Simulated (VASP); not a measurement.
All values below come from r2SCAN meta-GGA, VASP's PBE PAW potentials (set 64) (plane waves; VASP).

A VASP calculation is set up with these files.

### INCAR
```
SYSTEM=NaCl
PREC=Accurate; ENCUT=520; LREAL=.FALSE.
LASPH=.TRUE.
EDIFF=1E-7; NELM=100; ALGO=Normal
LMIXTAU=.TRUE.
ISMEAR=0; SIGMA=0.05
METAGGA=R2SCAN
ISIF=2
LWAVE=.FALSE.; LCHARG=.FALSE.
```

### KPOINTS
```
Automatic
0
gamma
8 8 8
0 0 0
```

**POSCAR**
```
NaCl
3.9960060
  0.0000000000   0.7071068013   0.7071068013
  0.7071068013   0.0000000000   0.7071068013
  0.7071068013   0.7071068013   0.0000000000
Na Cl
1 1
Direct
  0.0000000000   0.0000000000   0.0000000000
  0.5000000000   0.5000000000   0.5000000000
```

POTCAR, in this order: Na_pv Cl (PBE.64 set). Program: vasp_std.

What VASP printed:

OUTCAR:
```
 ion  position               nearest neighbor table
   1  0.000  0.000  0.000-
   2  0.500  0.500  0.500-
  LATTYP: Found a face centered cubic cell.
 ALAT       =     5.6512060410
 Subroutine PRICEL returns:
 Original cell was already a primitive cell.
 Subroutine GETGRP returns: Found 48 space group operations
The static configuration has the point symmetry O_h .
The dynamic configuration has the point symmetry O_h .
 Subroutine INISYM returns: Found 48 space group operations
 Subroutine IBZKPT returns following result:
 Found     29 irreducible k-points:

 Following reciprocal coordinates:
            Coordinates               Weight
  0.000000  0.000000  0.000000      1.000000
  0.125000  0.000000  0.000000      8.000000
  0.250000  0.000000  0.000000      8.000000
  0.375000  0.000000  0.000000      8.000000
  0.500000  0.000000  0.000000      4.000000
  0.125000  0.125000  0.000000      6.000000
  0.250000  0.125000  0.000000     24.000000
  0.375000  0.125000  0.000000     24.000000
  0.500000  0.125000  0.000000     24.000000
...
```

**OSZICAR**
```
       N       E                     dE             d eps       ncg     rms          rms(c)
DAV:   1     0.915366013629E+02    0.91537E+02   -0.74831E+03   638   0.130E+03
DAV:   2    -0.673710923304E+01   -0.98274E+02   -0.91692E+02   709   0.299E+02
DAV:   3    -0.157567355868E+02   -0.90196E+01   -0.89506E+01   782   0.882E+01
DAV:   4    -0.159651827512E+02   -0.20845E+00   -0.20826E+00   716   0.147E+01
DAV:   5    -0.159701919685E+02   -0.50092E-02   -0.50089E-02   866   0.218E+00    0.225E+00
DAV:   6    -0.137481839221E+02    0.22220E+01   -0.92944E-01   683   0.116E+01    0.275E+00
DAV:   7    -0.135479642795E+02    0.20022E+00   -0.24791E-01   653   0.725E+00    0.692E-01
DAV:   8    -0.139773623195E+02   -0.42940E+00   -0.30790E-01   638   0.583E+00    0.891E-01
DAV:   9    -0.137686042959E+02    0.20876E+00   -0.58637E-02   653   0.337E+00    0.654E-01
DAV:  10    -0.137912367647E+02   -0.22632E-01   -0.30179E-02   641   0.230E+00    0.214E-01
DAV:  11    -0.137547319435E+02    0.36505E-01   -0.15935E-02   638   0.168E+00    0.174E-01
DAV:  12    -0.137592926348E+02   -0.45607E-02   -0.64104E-04   680   0.386E-01    0.126E-01
DAV:  13    -0.137867043967E+02   -0.27412E-01   -0.73777E-03   638   0.101E+00    0.266E-02
DAV:  14    -0.137867195296E+02   -0.15133E-04   -0.62976E-05   767   0.967E-02    0.847E-03
DAV:  15    -0.137867480821E+02   -0.28552E-04   -0.21857E-05   653   0.622E-02    0.120E-02
DAV:  16    -0.137867722596E+02   -0.24178E-04   -0.10965E-05   659   0.534E-02    0.103E-02
DAV:  17    -0.137867664785E+02    0.57812E-05   -0.93769E-07   710   0.138E-02    0.176E-03
DAV:  18    -0.137867685132E+02   -0.20347E-05   -0.34124E-07   689   0.779E-03    0.922E-04
DAV:  19    -0.137867656075E+02    0.29057E-05   -0.49601E-08   692   0.365E-03    0.476E-04
DAV:  20    -0.137867656675E+02   -0.59956E-07   -0.29500E-08   650   0.227E-03
   1 F= -.13786766E+02 E0= -.13786766E+02  d E =-.944471E-21
```

### OUTCAR
```
------------------------ aborting loop because EDIFF is reached ----------------------------------------
  FORCE on cell =-STRESS in cart. coord.  units (eV):
  Direction    XX          YY          ZZ          XY          YZ          ZX
  --------------------------------------------------------------------------------------
  Total       -0.2358348     -0.2358348     -0.2358348      0.0000000     -0.0000000      0.0000000
  in kB       -8.3744274     -8.3744274     -8.3744274      0.0000000     -0.0000000      0.0000000
  external PRESSURE =      -8.3744274 kB  Pullay stress =       0.0000000 kB
  volume of cell :       45.12
      direct lattice vectors                 reciprocal lattice vectors
     0.000000000  2.825603021  2.825603021    -0.176953378  0.176953378  0.176953378
     2.825603021  0.000000000  2.825603021     0.176953378 -0.176953378  0.176953378
     2.825603021  2.825603021  0.000000000     0.176953378  0.176953378 -0.176953378
  FREE ENERGIE OF THE ION-ELECTRON SYSTEM (eV)
  ---------------------------------------------------
  free  energy   TOTEN  =       -13.7867656675 eV

  energy  without entropy=      -13.7867656675  energy(sigma->0) =      -13.78676567
```
(Selected blocks of OUTCAR.)

The compound is NaCl in the rock salt structure. This cell is one point of a volume scan, at 1.03 of the reference volume.
